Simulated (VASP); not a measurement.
```xyz
2
Lattice="0.0000 2.1135 2.1135 2.1135 0.0000 2.1135 2.1135 2.1135 0.0000" Properties=species:S:1:pos:R:3 pbc="T T T"
Mg     0.0000     0.0000     0.0000
O      2.1135     2.1135     2.1135
```

Level of theory: LDA (Ceperley-Alder, Perdew-Zunger), VASP's LDA PAW potentials (set 64) (plane waves; VASP). Numerical set-up: 520 eV cut-off, 11×11×11 Γ-centred mesh, Gaussian smearing of 0.050 eV, potentials Mg O.

### Question
Give the stress tensor in GPa (positive for a compressed cell).

### Answer

```
-9.23   0.00   0.00
 0.00  -9.23   0.00
 0.00   0.00  -9.23
```
The pressure is its mean diagonal, -9.23 GPa.

The compound is MgO in the rock salt structure. This cell is one point of a volume scan, at 1.06 of the reference volume.
